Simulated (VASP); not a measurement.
```
CaSe
1.0
    0.00000     3.02801     3.02801
    3.02801     0.00000     3.02801
    3.02801     3.02801     0.00000
Ca Se
1 1
Direct
  0.00000   0.00000   0.00000
  0.50000   0.50000   0.50000
```

Calculation: vdW-DF2, VASP's PBE PAW potentials (set 64) (plane waves; VASP 6.6.1). Numerical set-up: 520 eV cut-off, Gaussian smearing of 0.050 eV, potentials Ca_sv Se.

Give the energies of bands 6 to 11 at the high-symmetry points, in eV from the valence-band maximum.

| band | Γ | X | U | L | W |
|---|---|---|---|---|---|
| 6 | 0.00 | -2.25 | -2.00 | -2.95 | -1.75 |
| 7 | 0.00 | -0.84 | -1.83 | -1.06 | -1.75 |
| 8 | 0.00 | -0.84 | -1.00 | -1.06 | -1.51 |
| 9 | 3.10 | 2.21 | 3.29 | 4.65 | 4.22 |
| 10 | 3.59 | 4.69 | 5.23 | 5.06 | 4.22 |
| 11 | 3.59 | 4.74 | 5.25 | 5.06 | 4.91 |

The gap is indirect, 2.21 eV, from the valence maximum at Γ to the conduction minimum at X.

Measured: gap 3.85 eV (computed value off by -1.64 eV), as given by Abedi et al., (2022), arXiv:2211.14644.

The compound is CaSe in the rock salt structure. It was relaxed first, which changed the volume by +7 %.
